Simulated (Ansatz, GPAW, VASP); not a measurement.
## CsBa3: 3 runs at one level of theory

```
CELL_PARAMETERS angstrom
-3.24647 3.24647 6.80338
3.24647 -3.24647 6.80338
3.24647 3.24647 -6.80338
ATOMIC_POSITIONS crystal
Ba 0.50000 0.50000 0.00000
Ba 0.25000 0.75000 0.50000
Ba 0.75000 0.25000 0.50000
Cs 0.00000 0.00000 0.00000
```

The cell comes from a database or a generator and needn't be the stable form of this composition.

Alike in all runs: task single point; functional LDA; k mesh 6 × 6 × 6; occupations gaussian, width 0.1 eV; no spin polarisation; no spin-orbit coupling. LDA stands for any of its common fits. Pressure is positive in compression and, in plane waves, holds the error of the finite cutoff, which Ansatz's Pulay term estimates and takes out.

```
                                                    program and potentials  plane-wave cutoff (eV)                                                 notes  band gap (eV)  pressure (GPa)
                                                        Ansatz, Ansatz PAW                     420  potentials made for PBE, which Ansatz adapts in part         no gap           -0.99
GPAW, the program's PAW data sets (release 1.2.1) made for this functional                     600                                                     -         no gap           -0.97
                            VASP, LDA PAW files Ba_sv_GW, Cs_sv_GW, 550 eV                     550                                                     -         no gap           -1.08
```

None finds a gap. The pressure spans -1.08 (VASP, LDA PAW files Ba_sv_GW, Cs_sv_GW, 550 eV) to -0.97 GPa (GPAW, the program's PAW data sets (release 1.2.1) made for this functional).

The functional is the same throughout but for its coding, so the spread measures potentials, basis and numerics; runs on potential files found faulty are left out.
